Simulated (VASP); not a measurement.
Data:

```
BaZrO3
1.0
    4.30348     0.00000     0.00000
    0.00000     4.30348     0.00000
    0.00000     0.00000     4.30348
Ba Zr O
1 1 3
Direct
  0.00000   0.00000   0.00000
  0.50000   0.50000   0.50000
  0.50000   0.00000   0.50000
  0.00000   0.50000   0.50000
  0.50000   0.50000   0.00000
```

Computed with TPSS meta-GGA, VASP's PBE PAW potentials (set 64) (plane waves; VASP). Run with 520 eV cut-off, 5×5×5 Γ-centred mesh, Gaussian smearing of 0.050 eV, potentials Ba_sv Zr_sv O.

Q: Give the stress tensor in GPa (positive for a compressed cell).

A: 
```
-8.03   0.00   0.00
 0.00  -8.03   0.00
 0.00   0.00  -8.03
```
The pressure is its mean diagonal, -8.03 GPa.

The compound is BaZrO3 in the cubic perovskite structure. This cell is one point of a volume scan, at 1.06 of the reference volume.
